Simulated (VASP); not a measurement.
These are AM05 GGA, VASP's PBE PAW potentials (set 64) (plane waves; VASP) values and carry that method's errors.

VASP input:

KPOINTS:
```
Automatic mesh
0
Gamma
18 18 18
0 0 0
```

### INCAR
```
# general
SYSTEM  = Fe
PREC    = Accurate
ENCUT   = 520
LREAL   = F
LASPH   = T

# electronic loop
EDIFF   = 1E-7
NELM    = 100
ALGO    = Normal
LMAXMIX = 4

# smearing
ISMEAR  = 1
SIGMA   = 0.1

# functional
GGA     = AM

# spin
ISPIN   = 2
MAGMOM  = 2.1

# ions
ISIF    = 2

# output
LWAVE   = F
LCHARG  = F
LORBIT  = 10
```

POSCAR:
```
Fe
1.0
 -1.3637373543   1.3637373543   1.3637373543
  1.3637373543  -1.3637373543   1.3637373543
  1.3637373543   1.3637373543  -1.3637373543
Fe
1
Cart
  0.0000000000   0.0000000000   0.0000000000
```

POTCAR, in this order: Fe (PBE.64 set). Program: vasp_std.

The run wrote:

File OSZICAR:
```
       N       E                     dE             d eps       ncg     rms          rms(c)
DAV:   1     0.138880463797E+02    0.13888E+02   -0.42055E+03  7444   0.111E+03
DAV:   2    -0.953169537208E+01   -0.23420E+02   -0.22005E+02  7143   0.129E+02
DAV:   3    -0.982340246453E+01   -0.29171E+00   -0.29134E+00  7899   0.195E+01
DAV:   4    -0.982465508242E+01   -0.12526E-02   -0.12525E-02  7701   0.117E+00
DAV:   5    -0.982466593937E+01   -0.10857E-04   -0.10855E-04  7542   0.988E-02    0.135E+01
DAV:   6    -0.869797935311E+01    0.11267E+01   -0.11359E+01  7432   0.565E+01    0.438E+00
DAV:   7    -0.865890907080E+01    0.39070E-01   -0.43034E-01  7439   0.108E+01    0.305E+00
DAV:   8    -0.864889683041E+01    0.10012E-01   -0.48474E-03  8588   0.653E-01    0.159E+00
DAV:   9    -0.863992586945E+01    0.89710E-02   -0.51764E-03  8875   0.655E-01    0.370E-01
DAV:  10    -0.864014089043E+01   -0.21502E-03   -0.78308E-04  8491   0.360E-01    0.145E-01
DAV:  11    -0.864017234513E+01   -0.31455E-04   -0.19041E-04  7419   0.208E-01    0.305E-02
DAV:  12    -0.864017208536E+01    0.25977E-06   -0.48516E-06  7593   0.369E-02    0.822E-03
DAV:  13    -0.864017277607E+01   -0.69070E-06   -0.75253E-07  6146   0.767E-03    0.358E-03
DAV:  14    -0.864017284873E+01   -0.72665E-07   -0.14100E-07  4428   0.595E-03
   1 F= -.86401728E+01 E0= -.86400403E+01  d E =-.397580E-03  mag=     2.0461
```

**OUTCAR**
```
------------------------ aborting loop because EDIFF is reached ----------------------------------------
  FORCE on cell =-STRESS in cart. coord.  units (eV):
  Direction    XX          YY          ZZ          XY          YZ          ZX
  --------------------------------------------------------------------------------------
  Total        1.0300638      1.0300638      1.0300638     -0.0000000      0.0000000      0.0000000
  in kB      162.6756405    162.6756405    162.6756405     -0.0000000      0.0000000      0.0000000
  external PRESSURE =     162.6756405 kB  Pullay stress =       0.0000000 kB
  volume of cell :       10.15
      direct lattice vectors                 reciprocal lattice vectors
    -1.363737354  1.363737354  1.363737354     0.000000000  0.366639513  0.366639513
     1.363737354 -1.363737354  1.363737354     0.366639513  0.000000000  0.366639513
     1.363737354  1.363737354 -1.363737354     0.366639513  0.366639513  0.000000000
 POSITION                                       TOTAL-FORCE (eV/Angst)
 -----------------------------------------------------------------------------------
      0.00000      0.00000      0.00000         0.000000      0.000000      0.000000
 -----------------------------------------------------------------------------------
    total drift:                                0.000000     -0.000000      0.000000
  FREE ENERGIE OF THE ION-ELECTRON SYSTEM (eV)
  ---------------------------------------------------
  free  energy   TOTEN  =        -8.6401728487 eV

  energy  without entropy=       -8.6397752692  energy(sigma->0) =       -8.64004032

 total charge

# of ion       s       p       d       tot
------------------------------------------
    1        0.541   0.653   6.337   7.531

 magnetization (x)

# of ion       s       p       d       tot
------------------------------------------
    1       -0.012  -0.042   2.063   2.009
```
(Selected blocks of OUTCAR.)

**OUTCAR**
```
 val. band max:        6.9877337474   @ k =  -0.3889   0.3889   0.2778

 cond. band min:       6.9928464726   @ k =  -0.2778   0.3333   0.1111


 Fermi energy:         6.9892389206

 spin component 1

 k-point     1 :       0.0000    0.0000    0.0000
  band No.  band energies     occupation
      1      -2.3433      1.00000
      2       4.3349      1.00000
      3       4.3349      1.00000
      4       4.3349      1.00000
      5       5.9160      1.00000
      6       5.9160      1.00000
      7      32.8118      0.00000
      8      32.8118      0.00000
      9      32.8118      0.00000

 k-point     2 :       0.0556    0.0000    0.0000
  band No.  band energies     occupation
      1      -2.2031      1.00000
      2       4.2921      1.00000
      3       4.3311      1.00000
      4       4.4166      1.00000
      5       5.8715      1.00000
      6       5.9194      1.00000
      7      32.0213      0.00000
      8      32.6500      0.00000
      9      32.7649      0.00000

 k-point     3 :       0.1111    0.0000    0.0000
  band No.  band energies     occupation
      1      -1.7923      1.00000
      2       4.1702      1.00000
      3       4.3078      1.00000
      4       4.6558      1.00000
      5       5.7676      1.00000
      6       5.9305      1.00000
      7      30.1599      0.00000
      8      32.0631      0.00000
      9      32.6439      0.00000

 k-point     4 :       0.1667    0.0000    0.0000
  band No.  band energies     occupation
      1      -1.1449      1.00000
      2       3.9871      1.00000
      3       4.2432      1.00000
      4       5.0342      1.00000
      5       5.6774      1.00000
      6       5.9514      1.00000
      7      27.7952      0.00000
      8      31.0275      0.00000
      9      32.4895      0.00000

 k-point     5 :       0.2222    0.0000    0.0000
  band No.  band energies     occupation
      1      -0.3362      1.00000
...
```

The compound is Fe in the bcc structure. This cell is one point of a volume scan, at 0.94 of the reference volume.
